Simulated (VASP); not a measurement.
Energy against volume of Er (hcp). Computed with revPBE GGA, VASP's PBE PAW potentials (set 64) (plane waves; VASP). Settings: 520 eV cut-off, 12×12×7 Γ-centred mesh, first-order Methfessel-Paxton smearing of 0.10 eV, potentials Er_3.

The 4f electrons are frozen in the core of the lanthanide potential, so 4f levels, which can set the real gap, and their magnetism are missing.

Shape and ions are relaxed at each volume.

| V (Å³/atom) | E (eV/atom) |
|---|---|
| 29.835 | -4.20020 |
| 30.787 | -4.21428 |
| 31.739 | -4.21974 |
| 32.691 | -4.21750 |

Problem. Fit these four points and predict the energy of the run at 33.643 Å³/atom.

Solution. A cubic in V^(−2/3), the third-order Birch-Murnaghan form, passes through the four points with V0 = 31.92 Å³/atom and B0 = 42 GPa, and gives -4.2084 eV/atom there. The run gave -4.2085 eV/atom, -0.1 meV/atom from the fit; all five points give B0 = 42 GPa.

The compound is Er in the hcp structure. It was relaxed first.
